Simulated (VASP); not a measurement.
Data:

```yaml
crystal:
  lattice:
    - [1.56075, -2.70330, 0.00000]
    - [1.56075, 2.70330, 0.00000]
    - [0.00000, 0.00000, 4.99865]
  atoms:
    - { symbol: Al, position: [0.66667, 0.33333, 0.50005] }
    - { symbol: Al, position: [0.33333, 0.66667, 0.00005] }
    - { symbol: N, position: [0.66667, 0.33333, 0.88195] }
    - { symbol: N, position: [0.33333, 0.66667, 0.38195] }
```

Level of theory: optB86b-vdW, VASP's PBE PAW potentials (set 64) (plane waves; VASP). Settings: 520 eV cut-off, Gaussian smearing of 0.050 eV, potentials Al N.

Give the energies of bands 3 to 11 at the high-symmetry points, in eV from the valence-band maximum.

```tsv
band	Γ	M	K	A	L	H
3	-5.93	-5.40	-4.77	-3.30	-5.55	-4.79
4	-0.86	-4.13	-3.76	-3.30	-5.55	-4.79
5	-0.86	-3.31	-3.76	-0.55	-1.46	-3.83
6	-0.22	-2.08	-2.44	-0.55	-1.46	-3.83
7	-0.22	-1.75	-2.36	-0.55	-1.35	-0.79
8	0.00	-0.69	-2.36	-0.55	-1.35	-0.79
9	4.19	5.80	5.07	6.43	5.30	7.40
10	6.63	5.81	8.33	6.43	5.30	7.40
11	10.56	8.14	9.63	10.27	9.23	7.80
```

The gap is direct, 4.19 eV, from the valence maximum at Γ to the conduction minimum at Γ.

Measured: gap 6.51 eV (computed value off by -2.32 eV), as given by Martin Feneberg et al., Physical Review B (2010), doi:10.1103/physrevb.82.075208 [zero-point renormalisation of 0.417 eV (from the measured temperature dependence, row gaps:miglio2020:AlN_wz:gap_zpr, arXiv:2011.12765) added back].

The compound is AlN in the wurtzite structure. It was relaxed first.
